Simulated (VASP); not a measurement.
HPbNO4:

```
H Pb N O
1.0
    -1.84169    1.84169    5.77259
     1.84169   -1.84169    5.77259
     1.84169    1.84169   -5.77259
H Pb N O
1 1 1 4
Direct
  0.00157 0.00157 0.00000
  0.64953 0.64953 0.00000
  0.34981 0.34981 0.00000
  0.74766 0.24766 0.50000
  0.24766 0.74766 0.50000
  0.00188 0.50188 0.50000
  0.50188 0.00188 0.50000
```

The cell was built by a generator and needn't be a form met in nature.

| Item | Value |
| --- | --- |
| Program | VASP 6.6.1 |
| Task | relaxation of cell and atoms |
| Functional | PBE |
| Potentials or basis | VASP PAW PBE potentials, release 64 (H, Pb_d, N, O) |
| Cutoff | 520 eV |
| k mesh | 7 × 7 × 7 |
| Occupations | gaussian, width 0.15 eV |
| Spin | no spin polarisation |

At the start: pressure -7.5 GPa; volume 11.19 Å³/atom.

Q: Where does the relaxation end?

A: Over 21 steps the energy falls by 348.1 meV/atom and the volume is 11.02 Å³/atom (-1.5 %); space group I4mm (No. 107, to 0.05 Å).

The path:
```csv
step,energy change (eV),largest force (eV/Å),pressure (GPa),volume (Å³)
1,0.0000,3.0158,-7.51,78.32
2,-1.2123,2.9491,-4.46,72.51
3,9.5326,10.5338,62.66,56.72
4,-1.5126,2.8163,1.49,68.89
5,-1.4952,2.3142,16.08,63.58
6,-1.6775,2.2917,6.97,66.35
7,-1.9669,1.5313,2.64,68.82
8,-1.9767,1.3510,3.08,68.39
9,-2.1831,0.5352,-1.35,70.96
10,-2.2321,0.6951,-3.45,72.66
11,-2.3291,0.2410,3.02,70.87
12,-2.3295,0.2233,2.74,70.96
13,-2.3691,0.3223,1.34,72.59
14,-2.3872,0.4225,0.34,74.33
15,-2.3884,0.4565,0.15,74.84
16,-2.4146,0.3067,-0.44,76.03
17,-2.4195,0.2569,-1.03,76.80
18,-2.4313,0.1546,1.06,76.38
19,-2.4317,0.1425,0.96,76.43
20,-2.4350,0.2161,-0.15,77.55
21,-2.4366,0.0413,0.19,77.13
```

Final structure:
```
CELL_PARAMETERS angstrom
-1.75818 1.75818 6.23792
1.75818 -1.75818 6.23792
1.75818 1.75818 -6.23792
ATOMIC_POSITIONS crystal
H 0.00654 0.00654 0.00000
Pb 0.63494 0.63494 0.00000
N 0.29903 0.29903 0.00000
O 0.75468 0.25468 0.50000
O 0.25468 0.75468 0.50000
O 0.02507 0.52507 0.50000
O 0.52507 0.02507 0.50000
```
